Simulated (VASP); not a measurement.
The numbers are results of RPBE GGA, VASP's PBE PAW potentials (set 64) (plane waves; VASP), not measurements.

The input files of a VASP run:

KPOINTS:
```
K-points
0
gamma
10 10 6
0 0 0
```

INCAR:
```
ALGO = Normal
EDIFF = 1E-6
EDIFFG = -0.01
ENCUT = 520
GGA = RP
IBRION = 2
ISIF = 3
ISMEAR = 1
LASPH = .TRUE.
LCHARG = .FALSE.
LMAXMIX = 4
LREAL = .FALSE.
LWAVE = .FALSE.
NELM = 100
NSW = 60
PREC = Accurate
SIGMA = 0.1
SYSTEM = Y
```

POSCAR:
```
Y
1
    1.8250000000    -3.1609930000     0.0000000000
    1.8250000000     3.1609930000     0.0000000000
    0.0000000000     0.0000000000     5.7300000000
Y
2
Direct
  0.3333330000   0.6666670000   0.2500000000
  0.6666670000   0.3333330000   0.7500000000
```

POTCAR, in this order: Y_sv (PBE.64 set). Program: vasp_std.

What will the output report for the number of irreducible k-points (NKPTS), largest plane-wave count, number of space-group operations, FFT grid (NGX, NGY, NGZ)?

- number of irreducible k-points (NKPTS): 56
- largest plane-wave count: 1797
- number of space-group operations: 24
- FFT grid (NGX, NGY, NGZ): 28 × 28 × 48

The compound is Y in the hcp structure. This run relaxes it. Symmetry was kept, so distortions that lower it aren't found.
